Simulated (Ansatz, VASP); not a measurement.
# Co (Cobalt) in two plane-wave programs, part 2 of 2

Wanted: the spread between two codes on one cell, functional and k mesh. The structure shown comes from an earlier Ansatz run, which isn't shown and may have moved the atoms alone.

VASP 6.6.1 and Ansatz 0.2.0.

So far: Starting point; Ansatz: elastic constants, LDA.

### Step 3. VASP: elastic constants, LDA

Level of this step: LDA, spin-polarised from a ferromagnetic start; plane waves and PAW (Co) (VASP).

The same cell, functional (in two slightly different forms), mesh and smearing now go to VASP, with its own data sets.

Lines of VASP's logs that name or quote its potential files are left out, and so is its time.

INCAR

```
SYSTEM = Co
PREC = Accurate
ENCUT = 600
EDIFF = 1E-08
NELM = 200
ISMEAR = 1
SIGMA = 0.25
LREAL = .FALSE.
ALGO = Normal
GGA = CA
NBANDS = 18
ISPIN = 2
MAGMOM = 1.59 1.59
LASPH = .TRUE.
LMAXMIX = 4
LORBIT = 11
LWAVE = .FALSE.
LCHARG = .FALSE.
ISIF = 3
IBRION = 6
NFREE = 2
POTIM = 0.015
NSW = 1
GGA_COMPAT = .FALSE.
KPAR = 2
```

POSCAR

```
Co
1.0
    2.4303523511      0.0000000000      0.0000000000
   -1.2151761755      2.1047468762      0.0000000000
    0.0000000000      0.0000000000      3.9210290211
Co
2
Direct
    0.3333333333      0.6666666667      0.2500000000
    0.6666666667      0.3333333333      0.7500000000
```

KPOINTS

```
Automatic mesh
0
Gamma
18 18 10
0 0 0
```

The projector-augmented-wave data sets are Co (LDA family, release 64).

Launch:

```
$ mpirun -np 2 vasp_std
```

Numbers of over 12 decimals in the logs are rounded to 6 here.

Log:

```text
[banner, memory and clock lines left out]
running    2 mpi-ranks, on    1 nodes
 distrk:  each k-point on    1 cores,    2 groups
 distr:  one band on    1 cores,    1 groups

 POSCAR found type information on POSCAR Co
 POSCAR found :  1 types and       2 ions
 LDA part: xc-table for (Slater(with rela. corr.)+CA(PZ))
 , standard interpolation
 POSCAR, INCAR and KPOINTS ok, starting setup
 FFT: planning ... GRIDC
 FFT: planning ... GRID_SOFT
 FFT: planning ... GRID
 WAVECAR not read
 entering main loop
       N       E                     dE             d eps       ncg     rms          rms(c)
DAV:   1     0.849492536591E+02    0.84949E+02   -0.89347E+03 16880   0.152E+03
DAV:   2    -0.147287734098E+02   -0.99678E+02   -0.90234E+02 16036   0.242E+02
DAV:   3    -0.185913842514E+02   -0.38626E+01   -0.37087E+01 17636   0.608E+01
DAV:   4    -0.186506942149E+02   -0.59310E-01   -0.59267E-01 20008   0.641E+00
DAV:   5    -0.186522592029E+02   -0.15650E-02   -0.15649E-02 18454   0.968E-01    0.164E+01
DAV:   6    -0.166454448488E+02    0.20068E+01   -0.87400E+00 17060   0.647E+01    0.731E+00
DAV:   7    -0.162801301958E+02    0.36531E+00   -0.13335E+00 18696   0.231E+01    0.386E+00
DAV:   8    -0.162596356263E+02    0.20495E-01   -0.13044E-02 22364   0.117E+00    0.216E+00
DAV:   9    -0.162457460555E+02    0.13890E-01   -0.32341E-03 22994   0.881E-01    0.658E-01
DAV:  10    -0.162458421509E+02   -0.96095E-04   -0.24116E-04 20722   0.188E-01    0.444E-01
DAV:  11    -0.162460966711E+02   -0.25452E-03   -0.16237E-04 21318   0.237E-01    0.743E-02
DAV:  12    -0.162460970081E+02   -0.33698E-06   -0.17041E-05 20982   0.462E-02    0.197E-02
DAV:  13    -0.162460967031E+02    0.30503E-06   -0.11198E-06 22552   0.138E-02    0.142E-02
DAV:  14    -0.162460975833E+02   -0.88028E-06   -0.26177E-07 22416   0.809E-03    0.590E-03
DAV:  15    -0.162460976248E+02   -0.41496E-07   -0.72503E-08 20008   0.487E-03    0.124E-03
DAV:  16    -0.162460976339E+02   -0.90886E-08   -0.24799E-09  9394   0.717E-04
   1 F= -.16246098E+02 E0= -.16250396E+02  d E =0.128950E-01  mag=     3.0524
[... from here on, the cycles between the ionic steps are left out ...]
   2 F= -.16237726E+02 E0= -.16242132E+02  d E =0.132197E-01  mag=     3.0727
   3 F= -.16241542E+02 E0= -.16245502E+02  d E =0.118799E-01  mag=     3.0181
  10 F= -.16244442E+02 E0= -.16248732E+02  d E =0.128702E-01  mag=     3.0522
  11 F= -.16244442E+02 E0= -.16248732E+02  d E =0.128702E-01  mag=     3.0522
  12 F= -.16244439E+02 E0= -.16248726E+02  d E =0.128602E-01  mag=     3.0522
  13 F= -.16244439E+02 E0= -.16248726E+02  d E =0.128602E-01  mag=     3.0522
  14 F= -.16245752E+02 E0= -.16250045E+02  d E =0.128792E-01  mag=     3.0526
  15 F= -.16245752E+02 E0= -.16250045E+02  d E =0.128792E-01  mag=     3.0526
  16 F= -.16245115E+02 E0= -.16249391E+02  d E =0.128290E-01  mag=     3.0531
 Finite differences progress:
  Degree of freedom:   8/  8
  Displacement:        1/  2
  Total:              15/ 16
 bond charge predicted
       N       E                     dE             d eps       ncg     rms          rms(c)
DAV:   1    -0.162364825030E+02    0.86320E-02   -0.27008E+00 25198   0.992E+00    0.798E-01
DAV:   2    -0.162445417993E+02   -0.80593E-02   -0.51361E-02 26894   0.233E+00    0.403E-01
DAV:   3    -0.162454496044E+02   -0.90781E-03   -0.14858E-03 28464   0.299E-01    0.105E-01
DAV:   4    -0.162451371598E+02    0.31244E-03   -0.26139E-04 25466   0.117E-01    0.423E-02
DAV:   5    -0.162451148103E+02    0.22349E-04   -0.50019E-05 28378   0.504E-02    0.142E-02
DAV:   6    -0.162451148953E+02   -0.84927E-07   -0.27796E-06 26152   0.136E-02    0.359E-03
DAV:   7    -0.162451145594E+02    0.33585E-06   -0.59529E-07 30580   0.563E-03    0.168E-03
DAV:   8    -0.162451145602E+02   -0.79649E-09   -0.55701E-08 28506   0.231E-03
  17 F= -.16245115E+02 E0= -.16249391E+02  d E =0.128290E-01  mag=     3.0531
 Finite differences progress:
  Degree of freedom:   8/  8
  Displacement:        2/  2
  Total:              16/ 16
```

OUTCAR, selected parts (step 3):

```text
ion  position               nearest neighbor table
   1  0.333  0.667  0.250-   2 2.41   2 2.41   2 2.41   2 2.41   2 2.41   2 2.41
   2  0.667  0.333  0.750-   1 2.41   1 2.41   1 2.41   1 2.41   1 2.41   1 2.41

  LATTYP: Found a hexagonal cell.
 ALAT       =     2.4303523511
 C/A-ratio  =     1.6133582521

 Subroutine GETGRP returns: Found 24 space group operations
 (whereof 12 operations were pure point group operations)

The static configuration has the point symmetry D_3d.
 The point group associated with its full space group is D_6h.

 Found    222 irreducible k-points:

   k-points           NKPTS =    222   k-points in BZ     NKDIM =    222   number of bands    NBANDS=     18

   dimension x,y,z NGX =    20 NGY =   20 NGZ =   32
   dimension x,y,z NGXF=    40 NGYF=   40 NGZF=   64

   ENCUT  =  600.0 eV  44.10 Ry    6.64 a.u.   4.85  4.85  7.83*2*pi/ulx,y,z

   NELECT =      18.0000    total number of electrons

 k-points in reciprocal lattice and weights: Automatic mesh
   0.00000000  0.00000000  0.00000000       0.000
   0.05555556 -0.00000000  0.00000000       0.002
   0.11111111 -0.00000000  0.00000000       0.002
   0.16666667 -0.00000000  0.00000000       0.002
   0.22222222 -0.00000000  0.00000000       0.002
   0.27777778 -0.00000000  0.00000000       0.002
   0.33333333  0.00000000  0.00000000       0.002
   0.38888889  0.00000000  0.00000000       0.002
   0.44444444 -0.00000000  0.00000000       0.002
[...]
16      33.5285      0.00000
    ...

 k-point     5 :       0.2222   -0.0000    0.0000
  band No.  band energies     occupation
    ...
      7       9.0605      1.00000
      8       9.3453      1.00000
      9       9.3665      1.00000
     10       9.6078      1.00000
     11      10.7095      1.03381
     12      15.2755     -0.00000
     13      18.5808      0.00000
     14      25.7386      0.00000
     15      30.6756      0.00000
     16      32.8412      0.00000
    ...

 k-point     6 :       0.2778   -0.0000    0.0000
  band No.  band energies     occupation
    ...
      7       8.9174      1.00000
      8       9.7274      1.00000
      9       9.7694      1.00000
     10       9.9397      1.00000
     11      10.7506      1.03500
     12      16.6027      0.00000
     13      18.7458      0.00000
     14      23.3845      0.00000
     15      29.3399      0.00000
     16      30.9901      0.00000
    ...

 spin component 2
 k-point     1 :       0.0000    0.0000    0.0000
  band No.  band energies     occupation
    ...
      5       9.9083      1.00000
      6      10.3186      1.00016
      7      10.3186      1.00016
      8      10.7735      1.03161
      9      10.7735      1.03161
     10      11.1752      0.11580
     11      12.1467     -0.00000
     12      12.1467     -0.00000
     13      19.2389      0.00000
     14      33.7375      0.00000
    ...

 k-point     2 :       0.0556   -0.0000    0.0000
  band No.  band energies     occupation
    ...
      6      10.2828      1.00007
      7      10.3731      1.00049
      8      10.6024      1.01581
      9      10.7315      1.03537
     10      10.8102      1.01680
     11      12.1659     -0.00000
     12      12.7500     -0.00000
     13      19.2461      0.00000
     14      33.1893      0.00000
     15      35.4276      0.00000
    ...

 k-point     3 :       0.1111   -0.0000    0.0000
  band No.  band energies     occupation
    ...
      6      10.1524      1.00000
      7      10.2917      1.00009
      8      10.5263      1.00635
      9      10.6236      1.01941
     10      10.6931      1.03169
     11      12.2143     -0.00000
     12      13.7558     -0.00000
     13      19.2718      0.00000
     14      31.2624      0.00000
     15      34.2738      0.00000
    ...

 k-point     4 :       0.1667   -0.0000    0.0000
  band No.  band energies     occupation
    ...
      6      10.4353      1.00155
      7      10.4559      1.00220
      8      10.5177      1.00563
      9      10.5646      1.01038
     10      10.7907      1.02632
     11      12.2738     -0.00000
     12      14.8835     -0.00000
     13      19.3261      0.00000
     14      28.7688      0.00000
     15      32.6069      0.00000
    ...

  Total       -0.1402951     -0.1402951     -0.1669887     -0.0000000     -0.0000000     -0.0000000
  in kB      -11.2068553    -11.2068553    -13.3391607     -0.0000000     -0.0000000     -0.0000000
  external PRESSURE =     -11.9176237 kB  Pullay stress =       0.0000000 kB

  energy-cutoff  :      600.00
  volume of cell :       20.06
      direct lattice vectors                 reciprocal lattice vectors
     2.430352351  0.000000000  0.000000000     0.411462971  0.237558257  0.000000000
    -1.215176175  2.104746876  0.000000000     0.000000000  0.475116515  0.000000000
     0.000000000  0.000000000  3.921029021     0.000000000  0.000000000  0.255035093

 POSITION                                       TOTAL-FORCE (eV/Angst)
 -----------------------------------------------------------------------------------
     -0.00000      1.40316      0.96526        -0.000000     -0.000000      0.131291
      1.21518      0.70158      2.94077         0.000000      0.000000     -0.131291
 -----------------------------------------------------------------------------------
    total drift:                               -0.000000     -0.000000     -0.000584

  FREE ENERGIE OF THE ION-ELECTRON SYSTEM (eV)
  ---------------------------------------------------
  free  energy   TOTEN  =       -16.2451145602 eV

  energy  without entropy=      -16.2579436058  energy(sigma->0) =      -16.24939091

  SYMMETRIZED ELASTIC MODULI (kBar)
 Direction    XX          YY          ZZ          XY          YZ          ZX
 --------------------------------------------------------------------------------
 XX        4597.0602   1844.2934   1431.1886      0.0000     -0.0000      0.0000
 YY        1844.2934   4597.0602   1431.1886      0.0000      0.0000     -0.0000
 ZZ        1431.1886   1431.1886   4972.2427      0.0000     -0.0000      0.0000
 XY           0.0000      0.0000      0.0000   1376.3834      0.0000      0.0000
 YZ           0.0000      0.0000     -0.0000      0.0000   1176.5521      0.0000
 ZX           0.0000     -0.0000      0.0000      0.0000      0.0000   1176.5522
 --------------------------------------------------------------------------------

 Eigenvectors and eigenvalues of the dynamical matrix
 ----------------------------------------------------

   1 f  =    8.520035 THz    53.532956 2PiTHz  284.197761 cm-1    35.236016 meV
             X         Y         Z           dx          dy          dz
     -0.000000  1.403165  0.980257     0.000000    0.000000    0.707107
      1.215176  0.701582  2.940772    -0.000000    0.000000   -0.707107

   2 f  =    5.044472 THz    31.695351 2PiTHz  168.265469 cm-1    20.862250 meV
             X         Y         Z           dx          dy          dz
     -0.000000  1.403165  0.980257    -0.499182   -0.500817    0.000000
      1.215176  0.701582  2.940772     0.499182    0.500817    0.000000

   3 f  =    5.044472 THz    31.695351 2PiTHz  168.265469 cm-1    20.862250 meV
             X         Y         Z           dx          dy          dz
     -0.000000  1.403165  0.980257    -0.500817    0.499182   -0.000000
      1.215176  0.701582  2.940772     0.500817   -0.499182    0.000000

   4 f  =    0.000000 THz     0.000001 2PiTHz    0.000003 cm-1     0.000000 meV
             X         Y         Z           dx          dy          dz
     -0.000000  1.403165  0.980257    -0.075759   -0.703037    0.000000
      1.215176  0.701582  2.940772    -0.075759   -0.703037    0.000000

   5 f  =    0.000000 THz     0.000000 2PiTHz    0.000002 cm-1     0.000000 meV
             X         Y         Z           dx          dy          dz
     -0.000000  1.403165  0.980257    -0.703037    0.075759   -0.000000
      1.215176  0.701582  2.940772    -0.703037    0.075759    0.000000

   6 f  =    0.000000 THz     0.000000 2PiTHz    0.000000 cm-1     0.000000 meV
             X         Y         Z           dx          dy          dz
     -0.000000  1.403165  0.980257     0.000000    0.000000    0.707107
      1.215176  0.701582  2.940772    -0.000000    0.000000    0.707107

 ELASTIC MODULI CONTR FROM IONIC RELAXATION (kBar)
 Direction    XX          YY          ZZ          XY          YZ          ZX
 --------------------------------------------------------------------------------
 XX        -215.5813    215.5813      0.0000     -0.0000      0.0000      0.0000
 YY         215.5813   -215.5813     -0.0000     -0.0000      0.0000      0.0000
 ZZ           0.0000     -0.0000     -0.0000     -0.0000      0.0000      0.0000
 XY          -0.0000     -0.0000     -0.0000   -215.5813      0.0000      0.0000
 YZ           0.0000      0.0000      0.0000      0.0000      0.0000      0.0000
 ZX           0.0000      0.0000      0.0000      0.0000      0.0000      0.0000
 --------------------------------------------------------------------------------

 TOTAL ELASTIC MODULI (kBar)
 Direction    XX          YY          ZZ          XY          YZ          ZX
 --------------------------------------------------------------------------------
 XX        4381.4789   2059.8747   1431.1886      0.0000     -0.0000      0.0000
 YY        2059.8747   4381.4789   1431.1886      0.0000      0.0000     -0.0000
 ZZ        1431.1886   1431.1886   4972.2427      0.0000     -0.0000      0.0000
 XY           0.0000      0.0000      0.0000   1160.8021      0.0000      0.0000
 YZ           0.0000      0.0000     -0.0000      0.0000   1176.5521      0.0000
 ZX           0.0000     -0.0000      0.0000      0.0000      0.0000   1176.5522
 --------------------------------------------------------------------------------

 total charge
# of ion       s       p       d       tot
------------------------------------------
    1        0.522   0.587   7.337   8.447
    2        0.522   0.587   7.337   8.447
--------------------------------------------------
tot          1.045   1.175  14.674  16.894

 magnetization (x)
# of ion       s       p       d       tot
------------------------------------------
    1       -0.014  -0.040   1.573   1.520
    2       -0.014  -0.040   1.573   1.520
--------------------------------------------------
tot         -0.027  -0.079   3.146   3.040

[... 2 further parts left out ...]
```

The magnetic state follows from one typed start and may not be the lowest. The last energy, forces, stress and levels in OUTCAR belong to the last displaced cell, not to the cell of POSCAR.

Levels, forces or a CONTCAR printed for this step are those of its last displaced cell, not of the structure at rest.

### Step 4. Comparison

Known differences besides the potentials themselves: VASP starts from the moments at which Ansatz ended; the two LDA forms differ slightly; the data sets hold 34 valence electrons in Ansatz (on its default PAW (the set named soft_2) files) and 18 in VASP; the cutoff is 550 eV in Ansatz and 600 eV in VASP; VASP's log shows a relativistic correction to its local exchange, Ansatz's none; VASP takes each elastic constant from one size of strain, Ansatz from those that its log lists. Total energies have different zeros and are not compared.

Both answers:

```tsv
quantity	Ansatz	VASP	difference
C11 (GPa)	460.7	438.1	+5.15 %
C22 (GPa)	460.7	438.1	+5.15 %
C33 (GPa)	519.8	497.2	+4.55 %
C12 (GPa)	213.6	206.0	+3.70 %
C13 (GPa)	149.6	143.1	+4.51 %
C23 (GPa)	149.6	143.1	+4.51 %
C44 (GPa)	121.3	117.7	+3.08 %
C55 (GPa)	121.3	117.7	+3.08 %
C66 (GPa)	123.6	116.1	+6.44 %
```

### Step 5. What came out

```
difference in C66 (elastic constants, LDA) : 6.4 %
```

**Reading.** The difference in C66 is 6.4 % (elastic constants, LDA), beyond the 5 % picked in this series as the mark of a large difference. The data sets hold unlike numbers of valence electrons (34 in Ansatz and 18 in VASP), so part of the differences comes from the potentials. How closely two codes agree says nothing of how well the functional describes the real material.

[Lines on the potential files, build, host, timing and source positions are cut from VASP's logs without a mark.]

[Logs are printed without paths, hosts, clocks, repeated set-up lines and the standing remarks that a program may print on its own settings, such as how far it seeks lower states.]

[Hosts, paths, dates, database ids (printed as entryN), source tags and the programs' standing remarks are cut or masked in the printed files.]
